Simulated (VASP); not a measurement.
H5C2N, 32 atoms in the cell. The cell holds a amorphous, 32 atoms: a = 8.015 Å, b = 8.015 Å, c = 8.015 Å, α = 90.00°, β = 90.00°, γ = 90.00°. The cell was built by a generator and needn't be a form met in nature.

| Quantity | Value |
| --- | --- |
| Program | VASP 6.6.1 |
| Task | single point |
| Functional | PBE |
| Dispersion | D3(BJ) |
| Potentials or basis | VASP PAW PBE potentials, release 64 (C, N, H) |
| Cutoff | 520 eV |
| k mesh | 1 × 1 × 1 |
| Occupations | fermi-dirac, width 0.02 eV |
| Spin | no spin polarisation |
| Dipole correction | no |
| Further INCAR settings | LREAL = Auto; ALGO = Normal; EDIFF = 1e-06; NBANDS = 58 |

Potentials or basis: VASP PAW PBE potentials, release 64 (C, N, H).

Launch:

```sh
$ cat potpaw_PBE.64/C/POTCAR potpaw_PBE.64/N/POTCAR potpaw_PBE.64/H/POTCAR > POTCAR
$ mpirun -np 1 vasp_gam > vasp.out
```

Hardware: 1 thread of Intel(R) Xeon(R) Platinum 8488C (Sapphire Rapids), with other jobs on the host.

Problem. Estimate the wall time of this run.

Solution. Wall time 58 s on 1 thread of Intel(R) Xeon(R) Platinum 8488C (Sapphire Rapids), with other jobs on the host, peak memory 0.49 GiB. Counts: scf iterations 18, k points 1.
